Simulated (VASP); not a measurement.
Consider the following.

```xyz
3
Lattice="1.9431 -3.3655 0.0000 1.9431 3.3655 0.0000 0.0000 0.0000 6.2628" Properties=species:S:1:pos:R:3 pbc="T T T"
Sn     0.0000     0.0000     0.0000
Se     1.9431     1.1219     1.5657
Se     1.9431    -1.1219     4.6971
```

Level of theory: PBE GGA, VASP's PBE PAW potentials (set 64) (plane waves; VASP 6.6.1). Settings: EDIFF = 1E-4, 400 eV cut-off, 6×6×3 Γ-centred mesh, Gaussian smearing of 0.050 eV, potentials Sn_d Se.

### Question
Give the force on each atom (eV/Å).

### Answer

| atom | Fx | Fy | Fz |
|---|---|---|---|
| Sn1 | 0.000 | 0.000 | 0.000 |
| Se2 | 0.000 | 0.000 | 0.161 |
| Se3 | 0.000 | 0.000 | -0.161 |

### Question
Give the stress tensor in GPa (positive for a compressed cell).

### Answer

```
0.74  0.00  0.00
0.00  0.74  0.00
0.00  0.00  2.13
```
The pressure is its mean diagonal, 1.20 GPa.

The compound is SnSe2 in the 1T layered structure. The cell was not relaxed at this level. The run is one of a series of settings (EDIFF = 1E-4 against the base run), some of them coarse on purpose.
